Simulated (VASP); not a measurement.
Input:

```
AlTi
1.0
    2.83000     0.00000     0.00000
    0.00000     2.83000     0.00000
    0.00000     0.00000     4.07000
Ti Al
1 1
Direct
  0.00000   0.00000   0.00000
  0.50000   0.50000   0.50000
```

Level of theory: revPBE GGA, VASP's PBE PAW potentials (set 64) (plane waves; VASP). Run with 520 eV cut-off, 12×12×8 Γ-centred mesh, first-order Methfessel-Paxton smearing of 0.10 eV, potentials Ti_sv Al.

**Question.** The ions, cell shape and volume are relaxed. What does this cell relax into?

**Answer.** 
```
AlTi
1.0
    2.84218     0.00000     0.00000
    0.00000     2.84218     0.00000
    0.00000     0.00000     4.08688
Ti Al
1 1
Direct
  0.00000   0.00000   0.00000
  0.50000   0.50000   0.50000
```
Space group P4/mmm (123), at a tolerance of 0.03 Å.

**Question.** How do energy and volume change from the first to the last step?

**Answer.** The energy (σ→0) changes by -0.9 meV/atom and the volume by +1.3 %, in 3 ionic steps.

The compound is TiAl in the L1_0 structure. This run relaxes it. Symmetry was kept, so distortions that lower it aren't found. The electron count is odd and the run is not spin-polarised, which forces a metal.
